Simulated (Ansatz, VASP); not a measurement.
# Cross-check of PtAu2 (Au-Pt-Au stack, (111) layers) between VASP and Ansatz

One calculation is typed for both programs; each brings its own data sets. How far apart do they land? The cell is taken from a series of runs on this material, whose earlier steps may have relaxed, scaled, displaced or heated it; both programs get it as it stands.

Program: Ansatz 0.2.0. Level of theory: plane waves, with VASP 6.6.1 beside it; PBEsol. Results are calculated unless marked as measured.

### Step 1. The starting structure

The cell holds 3 atoms: 2 Au and 1 Pt. Cell: a = 2.747 Å, b = 2.747 Å, c = 32.853 Å, α = 90.0°, β = 90.0°, γ = 120.0°. It derives from PtAu2. Vacuum lies along c.

### Step 2. Ansatz: zone-centre phonons, PBEsol

Ansatz runs on its default PAW (the set named soft_2) files.

Second derivatives magnify differences that forces hide, and they need a tight electronic threshold.

Contents of input.yaml:

```yaml
crystal:
  lattice:
    - [2.7472768566, 0.0, 0.0]
    - [-1.3736384283, 2.379211549, 0.0]
    - [0.0, 0.0, 32.8528545601]
  atoms:
    - { symbol: Au, position: [0.0, 0.0, 0.1626794589] }
    - { symbol: Pt, position: [0.3333333333, 0.6666666667, 0.2363026015] }
    - { symbol: Au, position: [0.6666666667, 0.3333333333, 0.3099257441] }
  periodic: [true, true, false]
kpoints:
  mp_grid: { grid: [6, 6, 1] }
hamiltonian:
  xc: pbesol
scf:
  occupations: { method: methfessel_paxton, width: 0.2 }
output:
  eigenvalues: true
phonons:
  method: dfpt
  qmesh: [2, 2, 1]
  temperatures: { t_max: 1000, t_step: 50 }
  qpath:
    path:
      - [0.0, 0.0, 0.0]
      - [0.5, 0.0, 0.0]
      - [0.33333333, 0.33333333, 0.0]
      - [0.0, 0.0, 0.0]
    npoints: 10
```

On the command line:

```sh
ansatz run input.yaml --threads 4 --pin off --max-ram 16384MiB --backend cpu --events-out ev --progress --plain --runs-dir out
```

Numbers of over 12 decimals in the logs are rounded to 6 here.

What it wrote:

```text
Warning: crystal.symmetry: narrowed to the stabiliser of the run's FFT grids — unitary ops 12 → 6. A phonons.method: dfpt run fills in the rows of the dynamical matrix that it does not solve by its symmetry operations, which is exact only for operations that map its FFT grids onto themselves: filled in by any other, the frequencies could depend on the order in which like atoms are typed, or, by more than the grids' own error, on where the crystal sits among the grids' points. Excluded: 6 operations. The run can therefore solve more perturbations, solve them on more k-points, or both, and cost more. [rest of the remark cut]
Engine: ansatz 0.2.0, aarch64-unknown-linux-gnu
Pseudopotentials: kind: paw
Pseudopotential: Au, paw, valence charge 19, recommended cutoff 420 eV (normal), Au.paw.azcp
Pseudopotential: Pt, paw, valence charge 18, recommended cutoff 420 eV (normal), Pt.paw.azcp
Functional definition: PBEsol
  exchange = pbesol_x
  correlation = pbesol_c
Crystal: 3 atoms, lattice volume = 214.738 Å³
Basis set: ecut = 420 eV, 4207 PW (Γ), exchange–correlation on 40×40×450 points (8 copies of the dense FFT grid, shifted against one another)
Bands: 34, of which v1, the nominal top of the filled ones, is band 28 counted from 1 (27 counted from 0)
Symmetry: 12 space group operations
k-points: 7 of 36 (irreducible under 6 space group operations, time reversal used)
Non-local potential: Au, projectors of the file, l = 0: 3, l = 1: 2, l = 2: 2, l = 3: 1
Non-local potential: Pt, projectors of the file, l = 0: 3, l = 1: 2, l = 2: 2, l = 3: 1
PAW form: soft (Blöchl's): semilocal exchange-correlation on the pseudo side does not see the compensation charge
PAW frozen core: Au, regenerated for the run's functional, and the local potential with it (the file was generated under x = pbe(κ = 0.804, μ = 0.219515), c = pbe(β = 0.066725))
PAW frozen core: Pt, regenerated for the run's functional, and the local potential with it (the file was generated under x = pbe(κ = 0.804, μ = 0.219515), c = pbe(β = 0.066725))
PAW one-centre angular grid: Au, 590 points (default); XC on 64 Gauss nodes
PAW one-centre angular grid: Pt, 590 points (default); XC on 64 Gauss nodes
Initial density: superposition of atomic densities (neutral atoms: chi_scale 0, normalization atom), corrected by the library's trained network
Initial wavefunctions: pseudopotential atomic-orbital guess
Functional: x = pbesol(κ = 0.804, μ = 0.123457), c = pbesol(β = 0.046)
SCF iter   1: F=—  HF=-38397.222370 eV  |F-HF|=—  |Δ(HF+E_count)|=         —  Δρ=3.39e-3  dr2=7.72e-2  ethr=1.77e-3  ⟨swp⟩=12.9  Hψ=1741  notcnv=0
preconditioner: auto → LDOS  [metal: Δε(μ)=0.038 eV  Ē_g=8.750 eV  σ=0.200 eV  W_gap=0.16  n_scr=22 (ndim 8)  ℏωp=14.3 eV  f_vac=0.734  D(μ)=3.95/eV (n_scr^D=18)  β→1.0]
SCF iter   2: F=—  HF=-38397.221618 eV  |F-HF|=—  |Δ(HF+E_count)|=   7.52e-4  S|Δr|=    0.00e0  Δρ=1.61e-3  dr2=7.35e-3  ethr=1.38e-4  ⟨swp⟩=3.1  Hψ=575  notcnv=0  defer=3
SCF iter   3: F=—  HF=-38397.220722 eV  |F-HF|=—  |Δ(HF+E_count)|=   8.96e-4  S|Δr|=    0.00e0  Δρ=8.19e-4  dr2=5.25e-3  ethr=1.31e-5  ⟨swp⟩=3.7  Hψ=611  notcnv=0  defer=3
SCF iter   4: F=—  HF=-38397.220102 eV  |F-HF|=—  |Δ(HF+E_count)|=   6.20e-4  S|Δr|=    0.00e0  Δρ=3.48e-4  dr2=1.00e-3  ethr=9.37e-6  ⟨swp⟩=3.1  Hψ=379  notcnv=0  defer=3
SCF iter   5: F=—  HF=-38397.219949 eV  |F-HF|=—  |Δ(HF+E_count)|=   1.53e-4  S|Δr|=    0.00e0  Δρ=1.35e-4  dr2=1.67e-4  ethr=1.79e-6  ⟨swp⟩=2.4  Hψ=410  notcnv=0  defer=3
SCF iter   6: F=—  HF=-38397.219949 eV  |F-HF|=—  |Δ(HF+E_count)|=   4.69e-7  S|Δr|=    0.00e0  Δρ=6.11e-5  dr2=7.84e-6  ethr=2.98e-7  ⟨swp⟩=3.0  Hψ=477  notcnv=0  defer=3
SCF iter   7: F=—  HF=-38397.219954 eV  |F-HF|=—  |Δ(HF+E_count)|=   4.57e-6  S|Δr|=    0.00e0  Δρ=3.32e-5  dr2=3.90e-6  ethr=1.40e-8  ⟨swp⟩=3.6  Hψ=569  notcnv=0  defer=3
SCF iter   8: F=—  HF=-38397.219925 eV  |F-HF|=—  |Δ(HF+E_count)|=   2.92e-5  S|Δr|=    0.00e0  Δρ=2.39e-5  dr2=2.29e-6  ethr=6.96e-9  ⟨swp⟩=1.6  Hψ=273  notcnv=0  defer=2
SCF iter   9: F=—  HF=-38397.219924 eV  |F-HF|=—  |Δ(HF+E_count)|=   4.12e-7  S|Δr|=    0.00e0  Δρ=4.29e-6  dr2=8.79e-8  ethr=4.09e-9  ⟨swp⟩=3.0  Hψ=422  notcnv=0  defer=2
SCF iter  10: F=—  HF=-38397.219924 eV  |F-HF|=—  |Δ(HF+E_count)|=   2.36e-8  S|Δr|=    0.00e0  Δρ=2.13e-6  dr2=1.62e-8  ethr=1.57e-10  ⟨swp⟩=3.1  Hψ=438  notcnv=0  defer=2
SCF iter  11: F=—  HF=-38397.219924 eV  |F-HF|=—  |Δ(HF+E_count)|=  6.55e-11  S|Δr|=    0.00e0  Δρ=4.23e-7  dr2=6.81e-10  ethr=2.90e-11  ⟨swp⟩=3.4  Hψ=521  notcnv=0  defer=2
SCF iter  12: F=—  HF=-38397.219924 eV  |F-HF|=—  |Δ(HF+E_count)|=  4.37e-11  S|Δr|=    0.00e0  Δρ=1.93e-7  dr2=1.11e-10  ethr=1.22e-12  ⟨swp⟩=3.4  Hψ=529  notcnv=0  defer=2
SCF iter  13: F=—  HF=-38397.219924 eV  |F-HF|=—  |Δ(HF+E_count)|=  8.00e-11  S|Δr|=    0.00e0  Δρ=6.30e-8  dr2=1.49e-11  ethr=1.00e-12  ⟨swp⟩=1.4  Hψ=267  notcnv=0  defer=2
SCF iter  14: F=-38397.219924 eV  HF=-38397.219924 eV  |F-HF|=5.09e-11  |Δ(HF+E_count)|=  8.00e-11  S|Δr|=    0.00e0  Δρ=4.10e-8  dr2=3.70e-12  ethr=1.00e-12  ⟨swp⟩=22.1  Hψ=2011  notcnv=0
SCF 1 converged in 14 iterations: F = -38397.219924 eV  dr2 = 3.70e-12
  greatest PAW one-centre occupation: 1.001 electrons in one spin orbital (limit 2), on the Au atom at site 2 (counted from 0), in its partial waves of l = 0
phonons: the bands overlap, so this run is a metal and interpolates without the dipole-dipole term. If the crystal is really an insulator or semiconductor, its LO-TO splitting is missing
NSCF: frozen V_eff on 7 k-points
WARN: eigensolver did not converge (k=1): 1 band(s) unlocked after 2 eigensolves, warm-restarted (20 sweeps on the last) at ethr=2.92e-12 eV (storage-precision floor; scheduled 1.00e-12 eV) (lowest unlocked band 33, counted from 0; max residual 8.72e-6 eV among the unlocked bands, 8.72e-6 eV over every band; other slots of this pass that fall short are told together in one closing line; warning suppressed until the next SCF loop or pass starts)
WARN: eigensolver did not converge in 5 slots of this pass, the one above among them; of largest residual over every band (k=3): 1 band(s) unlocked (lowest unlocked band 33, counted from 0; max residual 7.86e-5 eV among the unlocked bands, 7.86e-5 eV over every band); of lowest unlocked band (k=1): band 33
NSCF: frozen V_eff on 13 k-points
DFPT response loops at q = (0, 0, 0) (fractional): preconditioner auto → none (partly filled bands, converged f_vac=0.735); β = 0.50; Broyden in place of MSR1
NSCF: frozen V_eff on 26 k-points
DFPT response loops at q = (0, -0.5, 0) (fractional): mixed as the last ones told, above
SCF converged after 14 iterations
Stability not checked: this state was not tested for a lower state beside it, because cold or Methfessel-Paxton smearing, or corrected tetrahedra, fill the levels in a way that the test cannot read (fill_not_monotonic; see scf.lower_state_search)
Free energy (F): -38397.219924 eV
Harris-Foulkes:  -38397.219924 eV  (|F-HF|=5.09e-11)
Internal energy: -38397.217678 eV  (E = F + TS)
E sigma→0 (E₀):  -38397.219363 eV
Entropy (-TS):   -0.002246 eV (-0.749 meV/atom)
Fermi energy:    -5.488076 eV
Step filling:    the computed levels leave a gap of 0.0919 eV = 0.5 smearing widths at the electron count; against every level under it full and every level over it empty, smearing changes F+E_penalty+E_count by -0.307 meV and its σ→0 estimate by +0.254 meV
--- Per-component energies (eV) ---
  E_band       = -2017.920422
  E_kinetic    = 1848.687213
  E_local      = -259773.091333  (includes V_loc(G=0)·N_el)
  E_nonlocal   = 358.750960
  E_hartree    = 128708.667456
  E_xc         = -712.788766
  E_vxc        = -850.603214  (∫ρ·V_xc dr)
  E_paw        = -28448.225246  (= ΣΔE_a)
  E_vpaw       = -1019.002341  (= ΣTr[D̂ρ^β])
  E_aug_tail   = 0.002932  (compensation charges beyond the density's cutoff)
  E_ewald      = 119619.873166
  E_core_change = 0.905939  (= ΣΔE_core)
  E_smearing   = -0.002246  (= −TS)
  E_closure    = 0.000000  (closes the sum)
  Σ components = -38397.219924   (vs F -38397.219924, Δ=0.00e0)
--- Band table (eV; the first three rows and the last of 7) ---
  k-point 0: bands = [... 24 lower, -7.4749, -7.3279, -7.3279, -6.8172, -5.6107, -5.6107, -5.2202, -0.3716 (-0.3807°), ... 2 higher]
  k-point 1: bands = [... 24 lower, -8.0232, -7.7105, -7.0882, -6.4681, -5.6848, -5.4371, -2.8536, 0.2225 (0.2181°), ... 2 higher]
  k-point 2: bands = [... 24 lower, -7.2870, -6.7948, -6.3409, -5.8599, -5.5290, -3.8205, 0.0597, 1.9895 (1.9889°), ... 2 higher]
  k-point 6: bands = [... 24 lower, -6.8388, -6.8388, -5.8198, -0.7400, -0.7400, -0.2553, 1.1158, 1.4516, ... 2 higher]
  ° read free of the cell's end (the report's vacuum.weakly_bound_levels)
--- Phonons (Γ-DFPT): 6 representative perturbations + reference (Σ response iterations 28) ---
  ASR residual: 5.464e-5 → 0.000e0 eV/Å²; symmetrization residual: 2.060e-5 eV/Å²
  The last average, over the group as it would stand without the narrowing to the FFT grids, took up to 6.252e-6 eV/Å² of the zone centre's force constants
  ASR residual per site (eV/Å²): 2.80e-5 5.46e-5 4.04e-5
  Γ frequencies (cm⁻¹): 0.00 0.00 0.00 20.65 20.65 38.03 38.03 77.15 132.98
--- Phonons (arbitrary-q DFPT): 2 irreducible q on the 2×2×1 mesh ---
  q = [0.0000, 0.0000, 0.0000] (star 1, of the zone-centre solve; hermiticity 4.86e-6, symmetrization 1.79e-12, taken by the last average 7.37e-7): 0.00 0.00 0.00 20.65 20.65 38.03 38.03 77.15 132.98
  q = [0.0000, -0.5000, 0.0000] (star 3, 9 solved perturbations on 13 of 36 k-point pairs; hermiticity 1.03e-5, symmetrization 7.69e-6, taken by the last average 2.91e-6): 46.60 71.62 89.62 90.29 108.09 121.23 148.22 181.59 185.73
  sum rule: each row above includes the acoustic sum rule's correction from the zone centre's row sums; it moved no ω² by more than (0.28 cm⁻¹)²
  mesh force constants: q→R imaginary residual 1.32e-17; ASR residual 5.464e-5 → 0.000e0 eV/Å²; symmetrization residual 1.243e-14 eV/Å²
  interpolated dispersion: 31 rows × 9 modes
  density of states and harmonic sums: on the 26×26×1 q-mesh, interpolated from the force constants of a 2×2×1 supercell (no non-analytic term)
  largest difference from the sums on the solved wave vectors: F 1.03e-1 eV, S 1.65e-4 and C_V 6.20e-5 eV/K
  zero-point energy: 0.057361 eV/cell   skipped modes (ω ≤ 0): 6, of them read as no rigid motion or as one in doubt: 3 (2.663e-2 modes/cell left out, lowest -10.22 cm⁻¹)   left out of the sums: 3.45e-3 of the cell's modes: C_V's classical limit lies that fraction below 3 k_B per atom; for a crystal, a wire or a layer, F and S can be off by more, and a phonons.interpolated_qmesh denser along its periods is the remedy for the sampling
```

In the SCF lines HF is the Harris–Foulkes energy and dr2 the Hartree energy of the density residual, in eV; the loop may stop once dr2 is under the threshold and the program's other checks hold. Hψ counts applications of the Hamiltonian.

[end of part 1 of 2]

[Lines on the potential files, build, host, timing and source positions are cut from VASP's logs without a mark.]

[Logs are printed without paths, hosts, clocks, repeated set-up lines and the standing remarks that a program may print on its own settings, such as how far it seeks lower states.]

[Hosts, paths, dates, database ids (printed as entryN), source tags and the programs' standing remarks are cut or masked in the printed files.]
